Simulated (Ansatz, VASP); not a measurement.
**As2O3 (Arsenolite): VASP beside Ansatz**

One calculation is typed for both programs; each brings its own data sets. How far apart do they land? The cell is taken from a series of runs on this material, whose earlier steps may have relaxed, scaled, displaced or heated it; both programs get it as it stands.

Main program and level: Ansatz 0.2.0; plane waves, with VASP 6.6.1 beside it; dielectric response at PBEsol.

### 1. The structure

It takes space group Fd-3m (No. 227, cubic). Conventional cell: a = 11.073 Å, b = 11.073 Å, c = 11.073 Å, α = 90.00°, β = 90.00°, γ = 90.00°. As has 3 O at 1.79 Å nearest. Nearest to O lie 2 As at 1.79 Å. Farther neighbours and most contacts between anions are not listed.

### 2. Ansatz: dielectric response, PBEsol

Ansatz runs on its PAW soft_1 files.

The response to a field tests empty states and converges slowly with the mesh.

Contents of input.yaml:

```yaml
crystal:
  lattice:
    - [0.0, 5.536715, 5.536715]
    - [5.536715, 0.0, 5.536715]
    - [5.536715, 5.536715, 0.0]
  atoms:
    - { symbol: As, position: [0.39721, 0.39721, 0.39721] }
    - { symbol: As, position: [0.44163, 0.85279, 0.85279] }
    - { symbol: As, position: [0.39721, 0.39721, 0.80837] }
    - { symbol: As, position: [0.85279, 0.44163, 0.85279] }
    - { symbol: As, position: [0.80837, 0.39721, 0.39721] }
    - { symbol: As, position: [0.85279, 0.85279, 0.85279] }
    - { symbol: As, position: [0.39721, 0.80837, 0.39721] }
    - { symbol: As, position: [0.85279, 0.85279, 0.44163] }
    - { symbol: O, position: [0.9226, 0.5774, 0.5774] }
    - { symbol: O, position: [0.3274, 0.6726, 0.3274] }
    - { symbol: O, position: [0.5774, 0.9226, 0.9226] }
    - { symbol: O, position: [0.6726, 0.3274, 0.6726] }
    - { symbol: O, position: [0.5774, 0.9226, 0.5774] }
    - { symbol: O, position: [0.3274, 0.3274, 0.6726] }
    - { symbol: O, position: [0.9226, 0.5774, 0.9226] }
    - { symbol: O, position: [0.6726, 0.6726, 0.3274] }
    - { symbol: O, position: [0.3274, 0.6726, 0.6726] }
    - { symbol: O, position: [0.5774, 0.5774, 0.9226] }
    - { symbol: O, position: [0.6726, 0.3274, 0.3274] }
    - { symbol: O, position: [0.9226, 0.9226, 0.5774] }
kpoints:
  mp_grid: { grid: [2, 2, 2] }
scf:
  occupations: { method: fixed }
hamiltonian:
  xc: pbesol
  pseudopotentials: { kind: paw, azcp: { folder: soft_1 }, xc_functional: pbe }
dielectric:
  field_mesh: kpoints
```

Started as:

```console
ansatz run input.yaml --threads 8 --pin off --max-ram 24576MiB --backend cpu --events-out ev --progress --plain --runs-dir out
```

Numbers of over 12 decimals in the logs are rounded to 6 here.

Output:

```text
Engine: ansatz 0.2.0, aarch64-unknown-linux-gnu
Pseudopotentials: kind: paw
Pseudopotential: As, paw, valence charge 15, recommended cutoff 420 eV (normal), soft_1/As.paw.azcp
Pseudopotential: O, paw, valence charge 6, recommended cutoff 420 eV (normal), soft_1/O.paw.azcp
Functional definition: PBEsol
  exchange = pbesol_x
  correlation = pbesol_c
Crystal: 20 atoms, lattice volume = 339.458 Å³
Basis set: ecut = 420 eV, 6615 PW (Γ), exchange–correlation on 120×120×120 points (8 copies of the dense FFT grid, shifted against one another)
Bands: 116, of which v1, the nominal top of the filled ones, is band 96 counted from 1 (95 counted from 0)
Symmetry: 48 space group operations
k-points: 4 of 8 (irreducible under 8 space group operations)
Non-local potential: As, projectors of the file, l = 0: 2, l = 1: 2, l = 2: 3, l = 3: 1
Non-local potential: O, projectors of the file, l = 0: 2, l = 1: 2, l = 2: 1
PAW form: soft (Blöchl's): semilocal exchange-correlation on the pseudo side does not see the compensation charge
PAW frozen core: As, regenerated for the run's functional, and the local potential with it (the file was generated under x = pbe(κ = 0.804, μ = 0.219515), c = pbe(β = 0.066725))
PAW frozen core: O, regenerated for the run's functional, and the local potential with it (the file was generated under x = pbe(κ = 0.804, μ = 0.219515), c = pbe(β = 0.066725))
PAW one-centre angular grid: As, 590 points (default); XC on 64 Gauss nodes
PAW one-centre angular grid: O, 110 points (default); XC on 64 Gauss nodes
Initial density: superposition of atomic densities (chi_scale 0.1, normalization cell, long waves kept (reshape's long-wave potential 0.32 eV rms))
Initial wavefunctions: pseudopotential atomic-orbital guess
Functional: x = pbesol(κ = 0.804, μ = 0.123457), c = pbesol(β = 0.046)
SCF iter   1: F=—  HF=-45230.138880 eV  |F-HF|=—  |Δ(HF+E_count)|=         —  Δρ=6.23e-2  dr2=9.40e0  ethr=3.10e-3  ⟨swp⟩=4.2  Hψ=1524  notcnv=0  defer=70
preconditioner: auto → Resta (q_TF=auto, 2.481 Å⁻¹)  ε∞=3.6  [insulator: Δε(μ)=4.407 eV  Ē_g=13.334 eV  n_scr=88 (ndim 8)  ℏωp=21.3 eV  f_vac=0.199  ε∞_Penn≈3.6]
SCF iter   2: F=—  HF=-45228.182706 eV  |F-HF|=—  |Δ(HF+E_count)|=    1.96e0  Δρ=3.11e-2  dr2=1.94e0  ethr=3.10e-3  ⟨swp⟩=2.0  Hψ=695  notcnv=0  defer=58
SCF iter   3: F=—  HF=-45227.850002 eV  |F-HF|=—  |Δ(HF+E_count)|=   3.33e-1  Δρ=1.04e-2  dr2=3.32e-1  ethr=1.01e-3  ⟨swp⟩=2.0  Hψ=588  notcnv=0  defer=58
SCF iter   4: F=—  HF=-45227.816359 eV  |F-HF|=—  |Δ(HF+E_count)|=   3.36e-2  Δρ=2.71e-3  dr2=1.90e-2  ethr=1.73e-4  ⟨swp⟩=2.5  Hψ=791  notcnv=0  defer=72
SCF iter   5: F=—  HF=-45227.831596 eV  |F-HF|=—  |Δ(HF+E_count)|=   1.52e-2  Δρ=7.19e-4  dr2=1.96e-3  ethr=9.91e-6  ⟨swp⟩=3.0  Hψ=806  notcnv=0  defer=72
SCF iter   6: F=—  HF=-45227.832973 eV  |F-HF|=—  |Δ(HF+E_count)|=   1.38e-3  Δρ=3.06e-4  dr2=4.59e-4  ethr=1.02e-6  ⟨swp⟩=2.0  Hψ=798  notcnv=0  defer=72
SCF iter   7: F=—  HF=-45227.834664 eV  |F-HF|=—  |Δ(HF+E_count)|=   1.69e-3  Δρ=7.50e-5  dr2=3.94e-5  ethr=2.39e-7  ⟨swp⟩=2.0  Hψ=590  notcnv=0  defer=72
SCF iter   8: F=—  HF=-45227.834899 eV  |F-HF|=—  |Δ(HF+E_count)|=   2.35e-4  Δρ=2.41e-5  dr2=2.81e-6  ethr=2.05e-8  ⟨swp⟩=2.2  Hψ=589  notcnv=0  defer=66
SCF iter   9: F=—  HF=-45227.834823 eV  |F-HF|=—  |Δ(HF+E_count)|=   7.58e-5  Δρ=5.13e-6  dr2=8.20e-8  ethr=1.46e-9  ⟨swp⟩=3.5  Hψ=937  notcnv=0  defer=62
SCF iter  10: F=—  HF=-45227.834823 eV  |F-HF|=—  |Δ(HF+E_count)|=   4.97e-7  Δρ=9.54e-7  dr2=3.59e-9  ethr=4.27e-11  ⟨swp⟩=3.0  Hψ=633  notcnv=0  defer=62
SCF iter  11: F=—  HF=-45227.834823 eV  |F-HF|=—  |Δ(HF+E_count)|=   1.83e-8  Δρ=2.74e-7  dr2=2.01e-10  ethr=1.87e-12  ⟨swp⟩=3.0  Hψ=796  notcnv=0  defer=62
SCF iter  12: F=-45227.834823 eV  HF=-45227.834823 eV  |F-HF|=3.64e-11  |Δ(HF+E_count)|=  2.18e-10  Δρ=1.66e-7  dr2=6.73e-11  ethr=1.00e-12  ⟨swp⟩=9.8  Hψ=1881  notcnv=0
SCF 1 converged in 12 iterations: F = -45227.834823 eV  dr2 = 6.73e-11
  greatest PAW one-centre occupation: 1.000 electrons in one spin orbital (limit 2), on the As atom at site 6 (counted from 0), in its partial waves of l = 2
NSCF: frozen V_eff on 2 k-points
DFPT response loops at Γ: preconditioner auto → none (the input reference at scf.mixing.eps_inf says where Resta's filter doesn't serve); β = 0.50; Broyden in place of MSR1
WARN: field response: the 2×2×2 k-mesh looks too coarse for the field response at k = (0.0000, 0.0000, 0.0000), direct gap 4.225 eV: take ε∞, Z* and everything formed from them as unconverged in the mesh. The response there varies over an interband length of 1.20 Å as this mesh's differences read it, which a coarse mesh reads short; the mesh's real-space period, 15.7 Å, is under 14 times that, 16.8 Å: field_mesh: auto, beside no phonons.dynamical_quadrupoles, solves it inside a basis that this mesh spans and, under method: fd, where it gets none, on a denser mesh; else type a denser kpoints.mp_grid, and compare
SCF converged after 12 iterations
Free energy (F): -45227.834823 eV
Harris-Foulkes:  -45227.834823 eV  (|F-HF|=3.64e-11)
Internal energy: -45227.834823 eV  (E = F + TS)
E sigma→0 (E₀):  -45227.834823 eV
Fermi energy:    3.660933 eV
--- Per-component energies (eV) ---
  E_band       = -2829.450560
  E_kinetic    = 2797.104541
  E_local      = -29208.425356  (includes V_loc(G=0)·N_el)
  E_nonlocal   = -2481.558924
  E_hartree    = 14587.560432
  E_xc         = -1399.873514
  E_vxc        = -1667.155649  (∫ρ·V_xc dr)
  E_paw        = -17664.907139  (= ΣΔE_a)
  E_vpaw       = -1444.544594  (= ΣTr[D̂ρ^β])
  E_aug_tail   = 0.009106  (compensation charges beyond the density's cutoff)
  E_ewald      = -11865.898865
  E_core_change = 8.154897  (= ΣΔE_core)
  E_smearing   = -0.000000  (= −TS)
  E_closure    = -0.000000  (closes the sum)
  Σ components = -45227.834823   (vs F -45227.834823, Δ=0.00e0)
--- Band table (eV) ---
  k-point 0: bands = [... 92 lower, 3.4373, 3.5575, 3.5575, 3.5575, 7.7822, 7.7822, 8.1299, 8.1299, ... 16 higher]
  k-point 1: bands = [... 92 lower, 3.5075, 3.5075, 3.6045, 3.6045, 8.0080, 8.0080, 8.3577, 8.6455, ... 16 higher]
  k-point 2: bands = [... 92 lower, 3.3738, 3.3738, 3.6609, 3.6609, 8.1247, 8.1247, 8.6380, 8.6380, ... 16 higher]
  k-point 3: bands = [... 92 lower, 3.3738, 3.3738, 3.6609, 3.6609, 8.1247, 8.1247, 8.6380, 8.6380, ... 16 higher]
--- Dielectric response (ions clamped): 1 representative field direction + reference, on 4 of 8 k-points (Σ response iterations 10) ---
  k mesh reduced under 8 symmetry operations, with k and −k counted as one. Each operation leaves every solved perturbation unchanged. A smaller set is not considered because the run solves the response to a homogeneous field
  ε∞ (high-frequency dielectric tensor):
        3.118786    -0.000000    -0.000000
        0.000000     3.118786    -0.000000
        0.000000     0.000000     3.118786
  Born effective charges Z* (e; rows j = field, columns β = displacement):
    site 0:
         2.31570   -0.36265   -0.36265
        -0.36265    2.31570   -0.36265
        -0.36265   -0.36265    2.31570
    site 1:
         2.31570    0.36265    0.36265
         0.36265    2.31570   -0.36265
         0.36265   -0.36265    2.31570
    site 2:
         2.31570   -0.36265    0.36265
        -0.36265    2.31570    0.36265
         0.36265    0.36265    2.31570
    site 3:
         2.31570    0.36265   -0.36265
         0.36265    2.31570    0.36265
        -0.36265    0.36265    2.31570
    site 4:
         2.31570    0.36265    0.36265
         0.36265    2.31570   -0.36265
         0.36265   -0.36265    2.31570
    site 5:
         2.31570   -0.36265   -0.36265
        -0.36265    2.31570   -0.36265
        -0.36265   -0.36265    2.31570
    site 6:
         2.31570    0.36265   -0.36265
         0.36265    2.31570    0.36265
        -0.36265    0.36265    2.31570
    site 7:
[...]
site 8:
[...]
site 9:
[...]
site 10:
[...]
site 11:
[...]
site 12:
[...]
site 13:
[...]
site 14:
[...]
site 15:
[...]
site 16:
[...]
site 17:
[...]
0.68173   -1.73517   -0.00000
        -0.00000    0.00000   -1.16106
    site 18:
        -1.16106   -0.00000    0.00000
        -0.00000   -1.73517   -0.68173
        -0.00000   -0.68173   -1.73517
    site 19:
        -1.73517   -0.68173   -0.00000
        -0.68173   -1.73517   -0.00000
        -0.00000    0.00000   -1.16106
  Z* charge neutrality: 2.389e-5 e pre-enforcement
  k-mesh period / interband length: 15.7 Å / 1.20 Å = 13.06 at k = (0.0000, 0.0000, 0.0000), direct gap 4.225 eV — UNDER 14: by this measure the k-mesh is too coarse for the response
```

[end of part 1 of 3]

[Lines on the potential files, build, host, timing and source positions are cut from VASP's logs without a mark.]

[Logs are printed without paths, hosts, clocks, repeated set-up lines and the standing remarks that a program may print on its own settings, such as how far it seeks lower states.]

[Hosts, paths, dates, database ids (printed as entryN), source tags and the programs' standing remarks are cut or masked in the printed files.]
